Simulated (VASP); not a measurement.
# Adsorption sites of H on Cu(100), part 2 of 2

Aim: adsorption energies of H on the high-symmetry sites of Cu(100), at a coverage of 1/4.

VASP 6.6.1, plane waves and PAW; the level of theory is named at each step.

So far. Step 6 (Relaxing the atoms): Energy at zero smearing: -6.95649 eV. Step 7 (Relaxing the adsorbate, site ontop): The run ended after 14 ionic steps, 0.012 eV below its first step, once the forces on the free atoms met EDIFFG = -0.03.

## 8. Potential and states with the adsorbate, site ontop

A static run like the clean slab's shows how the vacuum level shifts, by charge transfer, by any dipole of the adsorbate and by the slab's own rearrangement.

Contents of INCAR:

```
SYSTEM = Cu16H
PREC = Normal
ENCUT = 330
EDIFF = 1E-06
NELM = 120
ISMEAR = 1
SIGMA = 0.15
LREAL = Auto
ALGO = Fast
GGA = RP
NBANDS = 109
LASPH = .TRUE.
LORBIT = 11
LWAVE = .FALSE.
LCHARG = .FALSE.
KPAR = 2
NCORE = 2
IDIPOL = 3
LDIPOL = .TRUE.
DIPOL = 0.5 0.5 0.512
LVHAR = .TRUE.
LVACPOTAV = .TRUE.
NEDOS = 1500
```

Contents of POSCAR:

```
Cu16H
1.0
    5.1926374917      0.0000000000      0.0000000000
    0.0000000000      5.1926374917      0.0000000000
    0.0000000000      0.0000000000     20.5076237739
Cu H
16 1
Selective dynamics
Direct
    0.2500000000      0.2500000000      0.3657176500  F F F
    0.7500000000      0.2500000000      0.3657176500  F F F
    0.2500000000      0.7500000000      0.3657176500  F F F
    0.7500000000      0.7500000000      0.3657176500  F F F
    0.0000000000      0.0000000000      0.4552392200  F F F
    0.5000000000      0.0000000000      0.4552392200  F F F
    0.0000000000      0.5000000000      0.4552392200  F F F
    0.5000000000      0.5000000000      0.4552392200  F F F
    0.2496694903      0.2496694903      0.5454621094  T T T
    0.7503305097      0.2496694903      0.5454621094  T T T
    0.2496694903      0.7503305097      0.5454621094  T T T
    0.7503305097      0.7503305097      0.5454621094  T T T
    0.0000000000      0.0000000000      0.6347146902  T T T
    0.5000000000      0.0000000000      0.6344305637  T T T
    0.0000000000      0.5000000000      0.6344305637  T T T
    0.5000000000      0.5000000000      0.6313217382  T T T
    0.0000000000      0.0000000000      0.7091213510  T T T
```

Contents of KPOINTS:

```
Automatic mesh
0
Gamma
5 5 1
0 0 0
```

The projector-augmented-wave data sets are Cu and H (PBE family, release 64).

Command:

```sh
> mpirun -np 4 vasp_std
```

It took 36 s on 4 MPI ranks of AMD EPYC 9R45, shared host; peak memory 0.74 GiB; 2.3 min of CPU time.

This step gave:

* electronic cycles: 29
* free energy (TOTEN): -50.9301 eV
* Fermi energy: -0.2606 eV
* dipole moment: 0, 0, 0.09281 e·Å
* vacuum levels: 4.604, 3.979 eV
* work functions of the upper and lower face: 4.865, 4.240 eV

Zero at the Fermi level. The planar average of the electrostatic potential by height:

height (Å), planar average of the electrostatic potential (eV) and a bar from the least value:
```
      0.0        4.8 ##############################
      0.5        4.3 #############################
      1.0        4.2 #############################
      1.5        4.2 #############################
      2.0        4.2 #############################
      2.5        4.2 #############################
      3.0        4.2 #############################
      3.5        4.2 #############################
      4.0        4.2 #############################
      4.5        4.2 #############################
      5.0        4.2 #############################
      5.5        4.0 #############################
      6.0        3.5 ############################
      6.5        1.7 ########################
      7.0       -6.4 ##########
      7.5      -12.0 
      8.0       -6.7 ##########
      8.5       -1.6 ##################
      9.0       -9.6 ####
      9.5      -11.6 #
     10.0       -4.0 ##############
     10.5       -3.6 ###############
     11.0      -11.4 #
     11.5       -9.9 ####
     12.0       -2.0 ##################
     12.5       -6.8 #########
     13.0      -12.0 
     13.5       -6.3 ##########
     14.0        1.9 #########################
     14.5        3.3 ###########################
     15.0        4.3 #############################
     15.5        4.7 ##############################
     16.0        4.8 ##############################
     16.5        4.9 ##############################
     17.0        4.9 ##############################
     17.5        4.9 ##############################
     18.0        4.9 ##############################
     18.5        4.9 ##############################
     19.0        4.9 ##############################
     19.5        4.9 ##############################
     20.0        4.9 ##############################
```

Density of states in the PAW spheres, an atom over height of the layer and energy from the Fermi level.

Values in states/eV, 22 rows by 6 columns, each cell a mean:
```
0.28 0.31 0.31 0.28 0.29 0.03
0.21 0.24 0.25 0.21 0.26 0.09
0.22 0.20 0.20 0.19 0.24 0.03
0.24 0.25 0.26 0.27 0.35 0.11
0.85 0.51 0.48 0.84 0.78 0.05
5.24 3.57 3.40 5.60 4.31 0.03
5.40 3.71 3.57 5.11 4.78 0.02
4.59 2.94 2.92 4.29 4.17 0.04
3.14 3.64 3.96 3.03 3.28 0.04
1.99 2.89 2.81 2.05 2.21 0.05
1.31 2.29 2.24 1.37 1.92 0.18
0.89 2.54 2.54 0.95 1.32 0.19
0.45 1.19 1.25 0.59 0.76 0.24
0.25 0.52 0.61 0.28 0.37 0.14
0.14 0.24 0.26 0.15 0.18 0.06
0.07 0.13 0.13 0.08 0.09 0.02
0.09 0.13 0.13 0.10 0.11 0.02
0.06 0.12 0.12 0.07 0.07 0.01
0.08 0.12 0.12 0.08 0.09 0.01
0.01 0.01 0.01 0.01 0.01 0.00
0.04 0.11 0.12 0.04 0.04 0.00
0.01 0.03 0.03 0.01 0.01 0.00
```
Columns: height of the layer (Å) from 7.5 to 14.5 (not evenly spaced); rows upwards: energy from the Fermi level (eV) from -7.9 to 0.5.

Force by atom:

| atom | x (eV/Å) | y (eV/Å) | z (eV/Å) | size |
| --- | --- | --- | --- | --- |
| Cu1 | 0.030 | 0.030 | 0.184 | 0.188 |
| Cu2 | -0.030 | 0.030 | 0.184 | 0.188 |
| Cu3 | 0.030 | -0.030 | 0.184 | 0.188 |
| Cu4 | -0.030 | -0.030 | 0.184 | 0.188 |
| Cu5 | 0.000 | 0.000 | -0.158 | 0.158 |
| Cu6 | 0.000 | 0.000 | -0.177 | 0.177 |
| Cu7 | 0.000 | 0.000 | -0.177 | 0.177 |
| Cu8 | 0.000 | 0.000 | -0.258 | 0.258 |
| Cu9 | -0.004 | -0.004 | 0.010 | 0.012 |
| Cu10 | 0.004 | -0.004 | 0.010 | 0.012 |
| Cu11 | -0.004 | 0.004 | 0.010 | 0.012 |
| Cu12 | 0.004 | 0.004 | 0.010 | 0.012 |
| Cu13 | 0.000 | 0.000 | 0.023 | 0.023 |
| Cu14 | 0.000 | 0.000 | -0.012 | 0.012 |
| Cu15 | 0.000 | 0.000 | -0.012 | 0.012 |
| Cu16 | 0.000 | 0.000 | -0.005 | 0.005 |
| H17 | 0.000 | 0.000 | 0.002 | 0.002 |

The map of layer states is cut here 0.5 eV above the Fermi level, so it leaves out the states above that.

At the end the adsorbate's closest contact with the slab is H-Cu at 1.53 Å, nearly straight above the slab's atom, and its lowest atom lies 1.53 Å above the highest atom of the slab.

The vacuum level lies 4.86 eV above the Fermi level at the upper face; the two faces differ by 0.62 eV, the step that the slab's dipole of 0.093 e·Å makes.

VASP counts the dipole in electrons times Å, so a positive number points the physical dipole along −c.

The program found no field-free point at its default tolerance, but its printed level agrees with the flat part of the planar average.

On this mesh the fine structure of the density of states is sampling noise, and high empty states may be cut by the number of bands.

## 9. Relaxing the adsorbate, site hollow

Contents of INCAR:

```
SYSTEM = Cu16H
PREC = Normal
ENCUT = 330
EDIFF = 1E-05
NELM = 120
ISMEAR = 1
SIGMA = 0.15
LREAL = Auto
ALGO = Fast
GGA = RP
NBANDS = 109
LASPH = .TRUE.
LORBIT = 11
LWAVE = .FALSE.
LCHARG = .FALSE.
KPAR = 2
NCORE = 2
IBRION = 2
NSW = 50
ISIF = 2
EDIFFG = -0.03
POTIM = 0.4
MAXMIX = 40
IDIPOL = 3
LDIPOL = .TRUE.
DIPOL = 0.5 0.5 0.51
```

Contents of POSCAR:

```
Cu16H
1.0
    5.1926374917      0.0000000000      0.0000000000
    0.0000000000      5.1926374917      0.0000000000
    0.0000000000      0.0000000000     20.5076237739
Cu H
16 1
Selective dynamics
Direct
    0.2500000000      0.2500000000      0.3657176500  F F F
    0.7500000000      0.2500000000      0.3657176500  F F F
    0.2500000000      0.7500000000      0.3657176500  F F F
    0.7500000000      0.7500000000      0.3657176500  F F F
    0.0000000000      0.0000000000      0.4552392200  F F F
    0.5000000000      0.0000000000      0.4552392200  F F F
    0.0000000000      0.5000000000      0.4552392200  F F F
    0.5000000000      0.5000000000      0.4552392200  F F F
    0.2500000000      0.2500000000      0.5460485000  T T T
    0.7500000000      0.2500000000      0.5460485000  T T T
    0.2500000000      0.7500000000      0.5460485000  T T T
    0.7500000000      0.7500000000      0.5460485000  T T T
    0.0000000000      0.0000000000      0.6333476700  T T T
    0.5000000000      0.0000000000      0.6333476700  T T T
    0.0000000000      0.5000000000      0.6333476700  T T T
    0.5000000000      0.5000000000      0.6333476700  T T T
    0.2500000000      0.2500000000      0.6723575500  T T T
```

KPOINTS is that of step 8.

Command:

```sh
> mpirun -np 4 vasp_std
```

The job ended after 2.1 min (4 MPI ranks; peak memory 0.78 GiB).

Step by step:

| step | energy less that of the first step (eV) | largest force (eV/Å) |
| --- | --- | --- |
| 1 | 0.0000 | 0.4337 |
| 2 | -0.0270 | 0.3785 |
| 3 | -0.0670 | 0.2375 |
| 4 | -0.0677 | 0.2378 |
| 5 | -0.0752 | 0.1467 |
| 6 | -0.0807 | 0.0941 |
| 7 | -0.0806 | 0.0983 |
| 8 | -0.0819 | 0.0791 |
| 9 | -0.0834 | 0.0508 |
| 10 | -0.0843 | 0.0349 |
| 11 | -0.0847 | 0.0300 |
| 12 | -0.0852 | 0.0244 |

The atoms that moved most (Å):

| atom | dx | dy | dz | length |
| --- | --- | --- | --- | --- |
| H17 | 0.000 | 0.000 | -0.179 | 0.179 |
| Cu12 | 0.000 | 0.000 | 0.069 | 0.069 |
| Cu9 | 0.000 | 0.000 | -0.062 | 0.062 |
| Cu16 | -0.017 | -0.017 | 0.030 | 0.038 |
| Cu15 | 0.017 | -0.017 | 0.030 | 0.038 |
| Cu14 | -0.017 | 0.017 | 0.030 | 0.038 |
| Cu13 | 0.017 | 0.017 | 0.030 | 0.038 |
| Cu10 | 0.000 | 0.000 | -0.016 | 0.016 |

The relaxed structure:

```xyz
17
Lattice="5.1926 0.0000 0.0000 0.0000 5.1926 0.0000 0.0000 0.0000 20.5076" Properties=species:S:1:pos:R:3
Cu    1.2982    1.2982    7.5000
Cu    3.8945    1.2982    7.5000
Cu    1.2982    3.8945    7.5000
Cu    3.8945    3.8945    7.5000
Cu    0.0000    0.0000    9.3359
Cu    2.5963    0.0000    9.3359
Cu    0.0000    2.5963    9.3359
Cu    2.5963    2.5963    9.3359
Cu    1.2982    1.2982   11.1365
Cu    3.8945    1.2982   11.1825
Cu    1.2982    3.8945   11.1825
Cu    3.8945    3.8945   11.2668
Cu    0.0171    0.0171   13.0184
Cu    2.5792    0.0171   13.0184
Cu    0.0171    2.5792   13.0184
Cu    2.5792    2.5792   13.0184
H     1.2982    1.2982   13.6098
```

The run ended after 12 ionic steps, 0.085 eV below its first step, once the forces on the free atoms met EDIFFG = -0.03.

## 10. Potential and states with the adsorbate, site hollow

Contents of INCAR:

```
SYSTEM = Cu16H
PREC = Normal
ENCUT = 330
EDIFF = 1E-06
NELM = 120
ISMEAR = 1
SIGMA = 0.15
LREAL = Auto
ALGO = Fast
GGA = RP
NBANDS = 109
LASPH = .TRUE.
LORBIT = 11
LWAVE = .FALSE.
LCHARG = .FALSE.
KPAR = 2
NCORE = 2
IDIPOL = 3
LDIPOL = .TRUE.
DIPOL = 0.5 0.5 0.51
LVHAR = .TRUE.
LVACPOTAV = .TRUE.
NEDOS = 1500
```

Contents of POSCAR:

```
Cu16H
1.0
    5.1926374917      0.0000000000      0.0000000000
    0.0000000000      5.1926374917      0.0000000000
    0.0000000000      0.0000000000     20.5076237739
Cu H
16 1
Selective dynamics
Direct
    0.2500000000      0.2500000000      0.3657176500  F F F
    0.7500000000      0.2500000000      0.3657176500  F F F
    0.2500000000      0.7500000000      0.3657176500  F F F
    0.7500000000      0.7500000000      0.3657176500  F F F
    0.0000000000      0.0000000000      0.4552392200  F F F
    0.5000000000      0.0000000000      0.4552392200  F F F
    0.0000000000      0.5000000000      0.4552392200  F F F
    0.5000000000      0.5000000000      0.4552392200  F F F
    0.2500000000      0.2500000000      0.5430397972  T T T
    0.7500000000      0.2500000000      0.5452828812  T T T
    0.2500000000      0.7500000000      0.5452828812  T T T
    0.7500000000      0.7500000000      0.5493949817  T T T
    0.0032955839      0.0032955839      0.6348072884  T T T
    0.4967044161      0.0032955839      0.6348072884  T T T
    0.0032955839      0.4967044161      0.6348072884  T T T
    0.4967044161      0.4967044161      0.6348072884  T T T
    0.2500000000      0.2500000000      0.6636482617  T T T
```

KPOINTS is that of step 9.

Command:

```sh
> mpirun -np 4 vasp_std
```

Run time: 31 s. Hardware: 4 MPI ranks; peak memory 0.73 GiB; 2 min of CPU time.

The map of layer states is cut here 0.5 eV above the Fermi level, so it leaves out the states above that.

At the end the adsorbate's closest contact with the slab is H-Cu at 1.91 Å, 1.81 Å to the side of the slab's atom, and its lowest atom lies 0.59 Å above the highest atom of the slab.

The vacuum level lies 4.32 eV above the Fermi level at the upper face; both faces agree, as the slab has next to no dipole.

The program found no field-free point at its default tolerance, but its printed level agrees with the flat part of the planar average.

On this mesh the fine structure of the density of states is sampling noise, and high empty states may be cut by the number of bands.

## 11. Relaxing the adsorbate, site bridge

Contents of INCAR:

```
SYSTEM = Cu16H
PREC = Normal
ENCUT = 330
EDIFF = 1E-05
NELM = 120
ISMEAR = 1
SIGMA = 0.15
LREAL = Auto
ALGO = Fast
GGA = RP
NBANDS = 109
LASPH = .TRUE.
LORBIT = 11
LWAVE = .FALSE.
LCHARG = .FALSE.
KPAR = 2
NCORE = 2
IBRION = 2
NSW = 50
ISIF = 2
EDIFFG = -0.03
POTIM = 0.4
MAXMIX = 40
IDIPOL = 3
LDIPOL = .TRUE.
DIPOL = 0.5 0.5 0.511
```

Contents of POSCAR:

```
Cu16H
1.0
    5.1926374917      0.0000000000      0.0000000000
    0.0000000000      5.1926374917      0.0000000000
    0.0000000000      0.0000000000     20.5076237739
Cu H
16 1
Selective dynamics
Direct
    0.2500000000      0.2500000000      0.3657176500  F F F
    0.7500000000      0.2500000000      0.3657176500  F F F
    0.2500000000      0.7500000000      0.3657176500  F F F
    0.7500000000      0.7500000000      0.3657176500  F F F
    0.0000000000      0.0000000000      0.4552392200  F F F
    0.5000000000      0.0000000000      0.4552392200  F F F
    0.0000000000      0.5000000000      0.4552392200  F F F
    0.5000000000      0.5000000000      0.4552392200  F F F
    0.2500000000      0.2500000000      0.5460485000  T T T
    0.7500000000      0.2500000000      0.5460485000  T T T
    0.2500000000      0.7500000000      0.5460485000  T T T
    0.7500000000      0.7500000000      0.5460485000  T T T
    0.0000000000      0.0000000000      0.6333476700  T T T
    0.5000000000      0.0000000000      0.6333476700  T T T
    0.0000000000      0.5000000000      0.6333476700  T T T
    0.5000000000      0.5000000000      0.6333476700  T T T
    0.2500000000      0.0000000000      0.6845481400  T T T
```

KPOINTS is that of step 10.

Command:

```sh
> mpirun -np 4 vasp_std
```

It took 3.2 min on 4 MPI ranks; peak memory 0.88 GiB; 13 min of CPU time.

The run keeps the 4 symmetry operations of its start, so it cannot find a distortion of lower symmetry.

Relaxation path:

| step | energy less that of the first step (eV) | largest force (eV/Å) |
| --- | --- | --- |
| 1 | 0.0000 | 0.3047 |
| 2 | -0.0119 | 0.2174 |
| 3 | -0.0213 | 0.1897 |
| 4 | -0.0214 | 0.1777 |
| 5 | -0.0214 | 0.1837 |
| 6 | -0.0243 | 0.1231 |
| 7 | -0.0254 | 0.0808 |
| 8 | -0.0255 | 0.0626 |
| 9 | -0.0255 | 0.0736 |
| 10 | -0.0255 | 0.0648 |
| 11 | -0.0270 | 0.0477 |
| 12 | -0.0283 | 0.0355 |
| 13 | -0.0283 | 0.0327 |
| 14 | -0.0283 | 0.0310 |
| 15 | -0.0283 | 0.0326 |
| 16 | -0.0286 | 0.0240 |

The atoms that moved most (Å):

| atom | dx | dy | dz | length |
| --- | --- | --- | --- | --- |
| Cu11 | 0.000 | -0.010 | -0.043 | 0.044 |
| Cu9 | 0.000 | 0.010 | -0.043 | 0.044 |
| Cu14 | -0.020 | 0.000 | 0.036 | 0.041 |
| Cu13 | 0.020 | 0.000 | 0.036 | 0.041 |
| H17 | 0.000 | 0.000 | 0.037 | 0.037 |
| Cu16 | 0.010 | 0.000 | -0.033 | 0.035 |
| Cu15 | -0.010 | 0.000 | -0.033 | 0.035 |
| Cu12 | 0.000 | 0.022 | 0.010 | 0.024 |

The relaxed structure:

```xyz
17
Lattice="5.1926 0.0000 0.0000 0.0000 5.1926 0.0000 0.0000 0.0000 20.5076" Properties=species:S:1:pos:R:3
Cu    1.2982    1.2982    7.5000
Cu    3.8945    1.2982    7.5000
Cu    1.2982    3.8945    7.5000
Cu    3.8945    3.8945    7.5000
Cu    0.0000    0.0000    9.3359
Cu    2.5963    0.0000    9.3359
Cu    0.0000    2.5963    9.3359
Cu    2.5963    2.5963    9.3359
Cu    1.2982    1.3077   11.1555
Cu    3.8945    1.2763   11.2079
Cu    1.2982    3.8849   11.1555
Cu    3.8945    3.9163   11.2079
Cu    0.0202    0.0000   13.0243
Cu    2.5761    0.0000   13.0243
Cu   -0.0097    2.5963   12.9550
Cu    2.6060    2.5963   12.9550
H     1.2982    0.0000   14.0754
```

The run ended after 16 ionic steps, 0.029 eV below its first step, once the forces on the free atoms met EDIFFG = -0.03.

## 12. Potential and states with the adsorbate, site bridge

Contents of INCAR:

```
SYSTEM = Cu16H
PREC = Normal
ENCUT = 330
EDIFF = 1E-06
NELM = 120
ISMEAR = 1
SIGMA = 0.15
LREAL = Auto
ALGO = Fast
GGA = RP
NBANDS = 109
LASPH = .TRUE.
LORBIT = 11
LWAVE = .FALSE.
LCHARG = .FALSE.
KPAR = 2
NCORE = 2
IDIPOL = 3
LDIPOL = .TRUE.
DIPOL = 0.5 0.5 0.511
LVHAR = .TRUE.
LVACPOTAV = .TRUE.
NEDOS = 1500
```

Contents of POSCAR:

```
Cu16H
1.0
    5.1926374917      0.0000000000      0.0000000000
    0.0000000000      5.1926374917      0.0000000000
    0.0000000000      0.0000000000     20.5076237739
Cu H
16 1
Selective dynamics
Direct
    0.2500000000      0.2500000000      0.3657176500  F F F
    0.7500000000      0.2500000000      0.3657176500  F F F
    0.2500000000      0.7500000000      0.3657176500  F F F
    0.7500000000      0.7500000000      0.3657176500  F F F
    0.0000000000      0.0000000000      0.4552392200  F F F
    0.5000000000      0.0000000000      0.4552392200  F F F
    0.0000000000      0.5000000000      0.4552392200  F F F
    0.5000000000      0.5000000000      0.4552392200  F F F
    0.2500000000      0.2518442088      0.5439680721  T T T
    0.7500000000      0.2457995547      0.5465223607  T T T
    0.2500000000      0.7481557912      0.5439680721  T T T
    0.7500000000      0.7542004453      0.5465223607  T T T
    0.0038980801      0.0000000000      0.6350967956  T T T
    0.4961019199      0.0000000000      0.6350967956  T T T
    0.9981415755      0.5000000000      0.6317179456  T T T
    0.5018584245      0.5000000000      0.6317179456  T T T
    0.2500000000      0.0000000000      0.6863514588  T T T
```

KPOINTS is that of step 11.

Command:

```sh
> mpirun -np 4 vasp_std
```

The job ended after 44 s (4 MPI ranks; peak memory 0.81 GiB).

The map of layer states is cut here 0.5 eV above the Fermi level, so it leaves out the states above that.

At the end the adsorbate's closest contact with the slab is H-Cu at 1.65 Å, 1.28 Å to the side of the slab's atom, and its lowest atom lies 1.05 Å above the highest atom of the slab.

The vacuum level lies 4.50 eV above the Fermi level at the upper face; the two faces differ by 0.23 eV, the step that the slab's dipole of 0.034 e·Å makes.

VASP counts the dipole in electrons times Å, so a positive number points the physical dipole along −c.

The program found no field-free point at its default tolerance, but its printed level agrees with the flat part of the planar average.

On this mesh the fine structure of the density of states is sampling noise, and high empty states may be cut by the number of bands.

## 13. The sites side by side

This step: adsorption sites, RPBE; plane waves and PAW (VASP 6.6.1).

This step runs nothing: it gathers the runs above.

The site's symmetry is kept, so a site may be a saddle point. All sites:

| site | adsorption energy (eV) | height over the top layer (Å) | shortest distance to the metal (Å) | bond in the molecule (Å) | change of the work function (eV) | sideways move (Å) |
| --- | --- | --- | --- | --- | --- | --- |
| ontop | 0.5424 | 1.546 | 1.526 | - | 0.5613 | 0 |
| hollow | 0.04686 | 0.5915 | 1.906 | - | 0.0126 | 0 |
| bridge | 0.07929 | 1.086 | 1.655 | - | 0.1917 | 0 |

Each adsorption energy is the energy with the adsorbate less the clean slab (-47.994 eV) and the reference (-3.478 eV, half of H2).

## 14. What came out

```json
{
 "ontop start": "0.54 eV",
 "hollow start": "0.05 eV",
 "bridge start": "0.08 eV"
}
```

What this shows: Among the starts that kept their site, H is lowest at the hollow site of Cu(100), at 0.05 eV against half of H2; bridge lies 0.03 eV higher and ontop lies 0.50 eV higher. The two lowest sites are not resolved at this mesh and slab thickness. At that site the work function rises by 0.01 eV from 4.30 eV. The lowest energy is zero within the error of this set-up, so no binding is shown. Symmetry was kept, so any start that stayed on its site may sit on a saddle point. The slab is thin, and zero-point and thermal parts are left out.

[Lines on the potential files, build, host, timing and source positions are cut from VASP's logs without a mark.]

[Logs are printed without paths, hosts, clocks, repeated set-up lines and the standing remarks that a program may print on its own settings, such as how far it seeks lower states.]

[Hosts, paths, dates, database ids (printed as entryN), source tags and the programs' standing remarks are cut or masked in the printed files.]

[Runs that stopped without an error message from VASP are left out.]
